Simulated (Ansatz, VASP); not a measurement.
# Cross-check of WSe2 between VASP and Ansatz

One calculation is typed for both programs; each brings its own data sets and cutoff. How far apart do they land?

Calculated with Ansatz 0.2.0; plane waves, with VASP 6.6.1 beside it; single point at PBEsol and single point at LDA, DFT+U.

The database entry behind the starting cell differs from later determinations by our own check (a about 0.2 % long), so it need not match the best structure at ambient conditions.

**1. The starting structure**

Symmetry: P6_3/mmc, No. 194, hexagonal system. Conventional cell: a = 3.290 Å, b = 3.290 Å, c = 12.970 Å, α = 90.00°, β = 90.00°, γ = 120.00°. W has 6 Se at 2.53 Å nearest. Nearest to Se lie 3 W at 2.53 Å. Farther neighbours and most contacts between anions are not listed.

Coordinates:

```
W Se
1.0
     3.29000    0.00000    0.00000
    -1.64500    2.84922    0.00000
     0.00000    0.00000   12.97000
W Se
2 4
Direct
  0.66667 0.33333 0.75000
  0.33333 0.66667 0.25000
  0.66667 0.33333 0.37900
  0.33333 0.66667 0.87900
  0.66667 0.33333 0.12100
  0.33333 0.66667 0.62100
```

**2. VASP: single point, PBEsol**

With cell and atoms fixed, the geometry can't cause a difference; cores, projectors, grids and the points listed under the comparison can.

Lines of VASP's logs that name or quote its potential files are left out, and so is its time.

The input, INCAR:

```
SYSTEM = WSe2
PREC = Accurate
ENCUT = 400
EDIFF = 1E-05
NELM = 100
ISMEAR = 0
SIGMA = 0.05
LREAL = .FALSE.
ALGO = Normal
GGA = PS
NBANDS = 24
LORBIT = 11
LWAVE = .FALSE.
LCHARG = .FALSE.
KPAR = 4
```

The input, POSCAR:

```
WSe2
1.0
    3.2900000000      0.0000000000      0.0000000000
   -1.6450000000      2.8492235785      0.0000000000
    0.0000000000      0.0000000000     12.9700000000
W Se
2 4
Direct
    0.6666666667      0.3333333333      0.7500000000
    0.3333333333      0.6666666667      0.2500000000
    0.6666666667      0.3333333333      0.3790000000
    0.3333333333      0.6666666667      0.8790000000
    0.6666666667      0.3333333333      0.1210000000
    0.3333333333      0.6666666667      0.6210000000
```

The input, KPOINTS:

```
Automatic mesh
0
Gamma
8 8 2
0 0 0
```

The projector-augmented-wave data sets are W and Se (PBE family, release 64).

On the command line:

```
> mpirun -np 4 vasp_std
```

Numbers of over 12 decimals in the logs are rounded to 6 here.

The log of the run:

```text
[banner, memory and clock lines left out]
running    4 mpi-ranks, on    1 nodes
 distrk:  each k-point on    1 cores,    4 groups
 distr:  one band on    1 cores,    1 groups

 POSCAR found type information on POSCAR W Se
 POSCAR found :  2 types and       6 ions
|                                                                             |
|               ----> ADVICE to this user running VASP <----                  |
|                                                                             |
|     You enforced a specific xc type in the INCAR file but a different       |
|     [... a line on the potential file left out ...]
|     I HOPE YOU KNOW WHAT YOU ARE DOING!                                     |
|                                                                             |

 LDA part: xc-table for (Slater+PW92), standard interpolation
 POSCAR, INCAR and KPOINTS ok, starting setup
 FFT: planning ... GRIDC
 FFT: planning ... GRID_SOFT
 FFT: planning ... GRID
 WAVECAR not read
 entering main loop
       N       E                     dE             d eps       ncg     rms          rms(c)
DAV:   1     0.155843447444E+03    0.15584E+03   -0.13518E+04   960   0.106E+03
DAV:   2    -0.362835087781E+02   -0.19213E+03   -0.18436E+03  1320   0.235E+02
DAV:   3    -0.485247335058E+02   -0.12241E+02   -0.12141E+02  1280   0.602E+01
DAV:   4    -0.487288526143E+02   -0.20412E+00   -0.20344E+00  1248   0.842E+00
DAV:   5    -0.487336960963E+02   -0.48435E-02   -0.48387E-02  1368   0.107E+00    0.322E+01
DAV:   6    -0.471109616995E+02    0.16227E+01   -0.77939E+00  1424   0.131E+01    0.127E+01
DAV:   7    -0.468491074898E+02    0.26185E+00   -0.41918E+00  1304   0.103E+01    0.795E+00
DAV:   8    -0.466556118319E+02    0.19350E+00   -0.64243E-01  1320   0.474E+00    0.626E-01
DAV:   9    -0.466539771841E+02    0.16346E-02   -0.55534E-02  1296   0.127E+00    0.431E-01
DAV:  10    -0.466533031458E+02    0.67404E-03   -0.53840E-03  1240   0.415E-01    0.247E-01
DAV:  11    -0.466532574726E+02    0.45673E-04   -0.73265E-04  1208   0.139E-01    0.175E-01
DAV:  12    -0.466532515434E+02    0.59292E-05   -0.23079E-04  1328   0.842E-02    0.370E-02
DAV:  13    -0.466532527776E+02   -0.12341E-05   -0.13881E-05   816   0.219E-02
   1 F= -.46653253E+02 E0= -.46653253E+02  d E =-.484393E-11
```

Parts of OUTCAR (step 2):

```text
ion  position               nearest neighbor table
   1  0.667  0.333  0.750-   4 2.53   6 2.53   4 2.53   6 2.53   4 2.53   6 2.53
   2  0.333  0.667  0.250-   3 2.53   5 2.53   3 2.53   5 2.53   3 2.53   5 2.53
   3  0.667  0.333  0.379-   2 2.53   2 2.53   2 2.53
   4  0.333  0.667  0.879-   1 2.53   1 2.53   1 2.53
   5  0.667  0.333  0.121-   2 2.53   2 2.53   2 2.53
   6  0.333  0.667  0.621-   1 2.53   1 2.53   1 2.53

  LATTYP: Found a hexagonal cell.
 ALAT       =     3.2900000000
 C/A-ratio  =     3.9422492401

 Subroutine GETGRP returns: Found 24 space group operations
 (whereof 12 operations were pure point group operations)

The static configuration has the point symmetry D_3d.
 The point group associated with its full space group is D_6h.

 Found     20 irreducible k-points:

   k-points           NKPTS =     20   k-points in BZ     NKDIM =     20   number of bands    NBANDS=     24

   dimension x,y,z NGX =    24 NGY =   24 NGZ =   90
   dimension x,y,z NGXF=    48 NGYF=   48 NGZF=  180

   ENCUT  =  400.0 eV  29.40 Ry    5.42 a.u.   5.37  5.37 21.15*2*pi/ulx,y,z

   NELECT =      36.0000    total number of electrons

 k-points in reciprocal lattice and weights: Automatic mesh
   0.00000000  0.00000000  0.00000000       0.008
   0.12500000  0.00000000  0.00000000       0.047
   0.25000000  0.00000000  0.00000000       0.047
   0.37500000  0.00000000  0.00000000       0.047
   0.50000000  0.00000000  0.00000000       0.023
   0.12500000  0.12500000  0.00000000       0.047
   0.25000000  0.12500000  0.00000000       0.094
   0.37500000  0.12500000  0.00000000       0.094
   0.25000000  0.25000000  0.00000000       0.047
[...]
0.25000000  0.25000000  0.50000000       0.047
   0.37500000  0.25000000  0.50000000       0.047

 average (electrostatic) potential at core
       1 -40.5054       2 -40.5054       3 -53.1963       4 -53.1963       5 -53.1963
       6 -53.1963

 E-fermi :   5.3793

 k-point     1 :       0.0000    0.0000    0.0000
  band No.  band energies     occupation
    ...
     14       3.6745      2.00000
     15       3.6745      2.00000
     16       4.0394      2.00000
     17       4.1486      2.00000
     18       5.1693      2.00000
     19       7.8181      0.00000
     20       7.8181      0.00000
     21       7.8706      0.00000
     22       7.8708      0.00000
     23       7.9202      0.00000
    ...

 k-point     2 :       0.1250    0.0000    0.0000
  band No.  band energies     occupation
    ...
     14       3.3099      2.00000
     15       3.5082      2.00000
     16       4.0805      2.00000
     17       4.3147      2.00000
     18       4.7809      2.00000
     19       7.1661      0.00000
     20       7.4265      0.00000
     21       7.6026      0.00000
     22       7.6079      0.00000
     23       7.6165      0.00000
    ...

 k-point     3 :       0.2500    0.0000    0.0000
  band No.  band energies     occupation
    ...
     14       3.2348      2.00000
     15       3.3216      2.00000
     16       3.6868      2.00000
     17       3.8081      2.00000
     18       3.9407      2.00000
     19       6.4634      0.00000
     20       7.1524      0.00000
     21       7.4066      0.00000
     22       7.4180      0.00000
     23       7.4218      0.00000
    ...

  Total       -1.4405589     -1.4405589     -0.5459361     -0.0000000     -0.0000000     -0.0000000
  in kB      -18.9836276    -18.9836276     -7.1943245     -0.0000000     -0.0000000     -0.0000000
  external PRESSURE =     -15.0538599 kB  Pullay stress =       0.0000000 kB

  energy-cutoff  :      400.00
  volume of cell :      121.58
      direct lattice vectors                 reciprocal lattice vectors
     3.290000000  0.000000000  0.000000000     0.303951368  0.175486404  0.000000000
    -1.645000000  2.849223579  0.000000000     0.000000000  0.350972808  0.000000000
     0.000000000  0.000000000 12.970000000     0.000000000  0.000000000  0.077101002

 POSITION                                       TOTAL-FORCE (eV/Angst)
 -----------------------------------------------------------------------------------
      1.64500      0.94974      9.72750        -0.000000     -0.000000      0.000000
     -0.00000      1.89948      3.24250         0.000000     -0.000000      0.000000
      1.64500      0.94974      4.91563         0.000000     -0.000000     -0.146477
     -0.00000      1.89948     11.40063        -0.000000     -0.000000     -0.146477
      1.64500      0.94974      1.56937         0.000000      0.000000      0.146477
     -0.00000      1.89948      8.05437        -0.000000      0.000000      0.146477
 -----------------------------------------------------------------------------------
    total drift:                               -0.000000      0.000000     -0.000000

  FREE ENERGIE OF THE ION-ELECTRON SYSTEM (eV)
  ---------------------------------------------------
  free  energy   TOTEN  =       -46.6532527776 eV

  energy  without entropy=      -46.6532527776  energy(sigma->0) =      -46.65325278

 total charge
# of ion       s       p       d       tot
------------------------------------------
    1        0.535   0.620   4.215   5.370
    2        0.535   0.620   4.215   5.370
    3        1.477   2.338   0.071   3.886
    4        1.477   2.338   0.071   3.886
    5        1.477   2.338   0.071   3.886
    6        1.477   2.338   0.071   3.886
--------------------------------------------------
tot          6.977  10.594   8.712  26.283

[... 3 further parts left out ...]
```

This run has no spin polarisation, so a moment on W, if there is one, isn't seen. The data set W keeps the semicore shell frozen, which is cheaper and a little less accurate.

**3. Ansatz: single point, PBEsol**

Ansatz runs on its default PAW (the set named soft_2) files.

The same cell, functional, mesh and smearing now go to Ansatz, which takes its cutoff from its data sets.

The input, input.yaml:

```yaml
crystal:
  lattice:
    - [3.29, 0.0, 0.0]
    - [-1.645, 2.8492235785, 0.0]
    - [0.0, 0.0, 12.97]
  atoms:
    - { symbol: W, position: [0.6666666667, 0.3333333333, 0.75] }
    - { symbol: W, position: [0.3333333333, 0.6666666667, 0.25] }
    - { symbol: Se, position: [0.6666666667, 0.3333333333, 0.379] }
    - { symbol: Se, position: [0.3333333333, 0.6666666667, 0.879] }
    - { symbol: Se, position: [0.6666666667, 0.3333333333, 0.121] }
    - { symbol: Se, position: [0.3333333333, 0.6666666667, 0.621] }
hamiltonian:
  xc: pbesol
  pseudopotentials: { kind: paw }
kpoints:
  mp_grid: { grid: [8, 8, 2] }
scf:
  occupations: { method: gaussian, width: 0.05 }
  n_extra_bands: 5
output:
  forces: true
  stress: true
  eigenvalues: true
```

On the command line:

```
> ansatz run input.yaml --threads 4 --pin off --max-ram 9216MiB --backend cpu --events-out ev --progress --plain --runs-dir out
```

The log of the run:

```text
scf.n_extra_bands = 5 over 46 filled bands (N_el = 92.0): the run solves 51 bands
Engine: ansatz 0.2.0, aarch64-unknown-linux-gnu
Pseudopotentials: kind: paw
Pseudopotential: W, paw, valence charge 14, recommended cutoff 420 eV (normal), W.paw.azcp
Pseudopotential: Se, paw, valence charge 16, recommended cutoff 420 eV (normal), Se.paw.azcp
Functional definition: PBEsol
  exchange = pbesol_x
  correlation = pbesol_c
Crystal: 6 atoms, lattice volume = 121.580 Å³
Basis set: ecut = 420 eV, 2419 PW (Γ), exchange–correlation on 48×48×180 points (8 copies of the dense FFT grid, shifted against one another)
Bands: 51, of which v1, the nominal top of the filled ones, is band 46 counted from 1 (45 counted from 0)
Symmetry: 24 space group operations
Space group: P63/mmc (ITA 194), of the structure as read, at distance tolerance 5.0e-5 Å
k-points: 20 of 128
Non-local potential: W, projectors of the file, l = 0: 3, l = 1: 2, l = 2: 2, l = 3: 1
Non-local potential: Se, projectors of the file, l = 0: 2, l = 1: 2, l = 2: 3, l = 3: 1
PAW form: soft (Blöchl's): semilocal exchange-correlation on the pseudo side does not see the compensation charge
PAW frozen core: W, regenerated for the run's functional, and the local potential with it (the file was generated under x = pbe(κ = 0.804, μ = 0.219515), c = pbe(β = 0.066725))
PAW frozen core: Se, regenerated for the run's functional, and the local potential with it (the file was generated under x = pbe(κ = 0.804, μ = 0.219515), c = pbe(β = 0.066725))
PAW one-centre angular grid: W, 590 points (default); XC on 64 Gauss nodes
PAW one-centre angular grid: Se, 590 points (default); XC on 64 Gauss nodes
Initial density: superposition of atomic densities (neutral atoms: chi_scale 0, normalization atom), corrected by the library's trained network
Initial wavefunctions: pseudopotential atomic-orbital guess
Functional: x = pbesol(κ = 0.804, μ = 0.123457), c = pbesol(β = 0.046)
SCF iter   1: F=—  HF=-42213.516791 eV  |F-HF|=—  |Δ(HF+E_count)|=         —  Δρ=4.85e-3  dr2=1.59e-2  ethr=1.77e-3  ⟨swp⟩=5.5  Hψ=3687  notcnv=0
preconditioner: auto → Resta (q_TF=auto, 2.604 Å⁻¹)  ε∞=7.7  [insulator: Δε(μ)=1.047 eV  Ē_g=7.814 eV  σ=0.050 eV  W_gap=1.00  n_scr=40 (ndim 8)  ℏωp=20.2 eV  f_vac=0.044  D(μ)=0.00/eV (n_scr^D=0)  ε∞_Penn≈7.7]
SCF iter   2: F=—  HF=-42213.519948 eV  |F-HF|=—  |Δ(HF+E_count)|=   3.16e-3  Δρ=2.68e-3  dr2=3.03e-3  ethr=1.73e-5  ⟨swp⟩=3.0  Hψ=2162  notcnv=0  defer=2
SCF iter   3: F=—  HF=-42213.521841 eV  |F-HF|=—  |Δ(HF+E_count)|=   1.89e-3  Δρ=1.29e-3  dr2=8.09e-4  ethr=3.30e-6  ⟨swp⟩=2.0  Hψ=1118  notcnv=0  defer=2
SCF iter   4: F=—  HF=-42213.522468 eV  |F-HF|=—  |Δ(HF+E_count)|=   6.27e-4  Δρ=1.17e-4  dr2=4.02e-5  ethr=8.79e-7  ⟨swp⟩=2.0  Hψ=1362  notcnv=0  defer=2
SCF iter   5: F=—  HF=-42213.522488 eV  |F-HF|=—  |Δ(HF+E_count)|=   2.00e-5  Δρ=5.20e-5  dr2=6.35e-6  ethr=4.37e-8  ⟨swp⟩=2.7  Hψ=1690  notcnv=0  defer=2
SCF iter   6: F=—  HF=-42213.522492 eV  |F-HF|=—  |Δ(HF+E_count)|=   3.45e-6  Δρ=1.62e-5  dr2=4.47e-7  ethr=6.90e-9  ⟨swp⟩=2.0  Hψ=1882  notcnv=0  defer=2
SCF iter   7: F=-42213.522492 eV  HF=-42213.522492 eV  |F-HF|=3.95e-9  |Δ(HF+E_count)|=   3.24e-7  Δρ=4.11e-6  dr2=2.84e-8  ethr=1.09e-10  ⟨swp⟩=8.8  Hψ=4296  notcnv=0
SCF 1 converged in 7 iterations: F = -42213.522492 eV  dr2 = 2.84e-8
  greatest PAW one-centre occupation: 1.000 electrons in one spin orbital (limit 2), on the Se atom at site 5 (counted from 0), in its partial waves of l = 2
SCF converged after 7 iterations
Free energy (F): -42213.522492 eV
Harris-Foulkes:  -42213.522492 eV  (|F-HF|=3.95e-9)
Internal energy: -42213.522492 eV  (E = F + TS)
E sigma→0 (E₀):  -42213.522492 eV
Fermi energy:    13.334684 eV
--- Per-component energies (eV) ---
  E_band       = -1696.921140
  E_kinetic    = 1378.564326
  E_local      = -11442.854109  (includes V_loc(G=0)·N_el)
  E_nonlocal   = -2361.903283
  E_hartree    = 5493.455133
  E_xc         = -945.687210
  E_vxc        = -872.227218  (∫ρ·V_xc dr)
  E_paw        = -24344.726784  (= ΣΔE_a)
  E_vpaw       = 614.595697  (= ΣTr[D̂ρ^β])
  E_aug_tail   = -0.002496  (compensation charges beyond the density's cutoff)
  E_ewald      = -9994.845457
  E_core_change = 4.477386  (= ΣΔE_core)
  E_smearing   = -0.000000  (= −TS)
  E_closure    = -0.000000  (closes the sum)
  Σ components = -42213.522492   (vs F -42213.522492, Δ=0.00e0)
--- Forces (eV/Å), atoms counted from 1 ---
  atom   1  W      0.00000000     0.00000000     0.00000000
  atom   2  W     -0.00000000    -0.00000000     0.00000000
  atom   3  Se    -0.00000000     0.00000000    -0.12978201
  atom   4  Se     0.00000000    -0.00000000    -0.12978201
  atom   5  Se    -0.00000000     0.00000000     0.12978201
  atom   6  Se     0.00000000    -0.00000000     0.12978201
  max |Σ_I F_I| component: 2.78e-17 eV/Å
--- Stress (GPa, compression-positive) ---
       -1.601917      -0.000000       0.000000
       -0.000000      -1.601917       0.000000
        0.000000       0.000000      -0.523167
  P = ⅓ Tr σ = -1.2423 GPa (-12.423 kbar)
--- Band table (eV; the first three rows and the last of 20) ---
  k-point 0: bands = [... 42 lower, 11.3149, 11.6844, 11.7655, 12.8120, 15.4517, 15.4517, 15.5020, 15.5020, ... 1 higher]
  k-point 1: bands = [... 42 lower, 11.2873, 11.2873, 12.5974, 12.5974, 15.4578, 15.4578, 15.4578, 15.4578, ... 1 higher]
  k-point 2: bands = [... 42 lower, 11.1447, 11.7258, 11.9344, 12.4229, 14.8029, 15.0678, 15.2415, 15.2429, ... 1 higher]
  k-point 19: bands = [... 42 lower, 10.1705, 10.1705, 12.3114, 12.3114, 14.3475, 14.3475, 15.3009, 15.3009, ... 1 higher]
```

Run time: 2.2 s. Hardware: 4 threads of Arm Neoverse V2, shared host; peak memory 0.64 GiB.

The run ends at a pressure of -1.24 GPa, with forces up to 0.13 eV/Å.

**4. Comparison**

Known differences besides the potentials themselves: the data sets hold 92 valence electrons in Ansatz (default PAW (the set named soft_2) files) and 36 in VASP; the cutoff is 420 eV in Ansatz and 400 eV in VASP; Ansatz makes its cores anew for this functional, VASP keeps those of its PBE data sets; VASP leaves aspherical gradient terms in its spheres out (LASPH is not set), Ansatz keeps them. Total energies have different zeros and are not compared.

Compared:

| quantity | Ansatz | VASP | difference |
| --- | --- | --- | --- |
| pressure (GPa) | -1.24 | -1.51 | +0.26 |
| gap on the k mesh (eV) | 1.051 | 1.046 | +0.005 |

Forces (eV/Å; atoms numbered as in POSCAR):

| atom | Ansatz x, y, z | VASP x, y, z |
| --- | --- | --- |
| W1 | 0.000, 0.000, 0.000 | 0.000, 0.000, 0.000 |
| W2 | 0.000, 0.000, 0.000 | 0.000, 0.000, 0.000 |
| Se3 | 0.000, 0.000, -0.130 | 0.000, 0.000, -0.146 |
| Se4 | 0.000, 0.000, -0.130 | 0.000, 0.000, -0.146 |
| Se5 | 0.000, 0.000, 0.130 | 0.000, 0.000, 0.146 |
| Se6 | 0.000, 0.000, 0.130 | 0.000, 0.000, 0.146 |

The forces differ by 7.9 meV/Å r.m.s., which is 11.4 % of the r.m.s. force of 0.07 eV/Å (both taken over all components). A gap on the mesh is an upper bound, since the band edges may lie between its points; neither run holds spin-orbit coupling, which can move the band edges of a compound of W.

**5. VASP: relaxation, PBEsol**

This run makes the geometry at which the two programs are then compared. The cell compared in this pair holds 124.10 Å³, against 121.58 Å³ for the pair before.

The input, INCAR:

```
SYSTEM = WSe2
PREC = Accurate
ENCUT = 450
EDIFF = 1E-06
NELM = 100
ISMEAR = 0
SIGMA = 0.03
LREAL = .FALSE.
ALGO = Normal
GGA = PS
NBANDS = 24
LORBIT = 11
LWAVE = .FALSE.
LCHARG = .FALSE.
KPAR = 4
IBRION = 2
NSW = 30
ISIF = 4
EDIFFG = -0.01
```

The input, POSCAR:

```
WSe2
1.0
    3.2847648579      0.0000000000      0.0000000000
   -1.6423824290      2.8446898125      0.0000000000
    0.0000000000      0.0000000000     13.2807822132
W Se
2 4
Direct
    0.6666666667      0.3333333333      0.7500000000
    0.3333333333      0.6666666667      0.2500000000
    0.6666666667      0.3333333333      0.3767042739
    0.3333333333      0.6666666667      0.8767042739
    0.6666666667      0.3333333333      0.1232957261
    0.3333333333      0.6666666667      0.6232957261
```

KPOINTS is that of step 2.

On the command line:

```
> mpirun -np 4 vasp_std
```

The log of the run:

```text
[banner, memory and clock lines left out]
running    4 mpi-ranks, on    1 nodes
[...]
[... a notice as in an earlier step ...]

 LDA part: xc-table for (Slater+PW92), standard interpolation
 POSCAR, INCAR and KPOINTS ok, starting setup
[...]
entering main loop
       N       E                     dE             d eps       ncg     rms          rms(c)
DAV:   1     0.168808901493E+03    0.16881E+03   -0.14323E+04   960   0.116E+03
DAV:   2    -0.356742260058E+02   -0.20448E+03   -0.19705E+03  1344   0.246E+02
DAV:   3    -0.485294041591E+02   -0.12855E+02   -0.12757E+02  1280   0.623E+01
DAV:   4    -0.487501708514E+02   -0.22077E+00   -0.22032E+00  1280   0.888E+00
[...]
DAV:  12    -0.466561702008E+02   -0.39826E-05   -0.24719E-04  1352   0.857E-02    0.380E-02
DAV:  13    -0.466561728727E+02   -0.26719E-05   -0.16829E-05  1272   0.227E-02    0.109E-02
DAV:  14    -0.466561727205E+02    0.15213E-06   -0.12926E-06   832   0.701E-03
   1 F= -.46656173E+02 E0= -.46656173E+02  d E =-.466562E+02
[... from here on, the cycles between the ionic steps are left out ...]
   2 F= -.46662301E+02 E0= -.46662301E+02  d E =-.612876E-02
   3 F= -.46662311E+02 E0= -.46662311E+02  d E =-.613851E-02
   4 F= -.46665145E+02 E0= -.46665145E+02  d E =-.283403E-02
   5 F= -.46666569E+02 E0= -.46666569E+02  d E =-.425737E-02
[...]
reached required accuracy - stopping structural energy minimisation
```

OUTCAR, selected parts (step 5):

```text
  Total       -0.2504723     -0.2504723     -0.2109535      0.0000000      0.0000000      0.0000000
  in kB       -3.2337573     -3.2337573     -2.7235444      0.0000000      0.0000000      0.0000000
  external PRESSURE =      -3.0636863 kB  Pullay stress =       0.0000000 kB

 POSITION                                       TOTAL-FORCE (eV/Angst)
 -----------------------------------------------------------------------------------
      1.63605      0.94457     10.03789        -0.000000      0.000000      0.000000
     -0.00000      1.88914      3.34596         0.000000      0.000000      0.000000
      1.63605      0.94457      5.01941        -0.000000      0.000000      0.003116
     -0.00000      1.88914     11.71133         0.000000     -0.000000      0.003116
      1.63605      0.94457      1.67252        -0.000000     -0.000000     -0.003116
     -0.00000      1.88914      8.36444         0.000000      0.000000     -0.003116
 -----------------------------------------------------------------------------------
    total drift:                                0.000000     -0.000000      0.000000

  FREE ENERGIE OF THE ION-ELECTRON SYSTEM (eV)
  ---------------------------------------------------
  free  energy   TOTEN  =       -46.6665686010 eV

  energy  without entropy=      -46.6665686010  energy(sigma->0) =      -46.66656860

 reached required accuracy - stopping structural energy minimisation

[... 1 part as in an earlier step ...]

[... 2 further parts left out ...]
[key lines of the parts left out:]
E-fermi :   4.9658
```

[end of part 1 of 2]

[Lines on the potential files, build, host, timing and source positions are cut from VASP's logs without a mark.]

[Logs are printed without paths, hosts, clocks, repeated set-up lines and the standing remarks that a program may print on its own settings, such as how far it seeks lower states.]

[Hosts, paths, dates, database ids (printed as entryN), source tags and the programs' standing remarks are cut or masked in the printed files.]
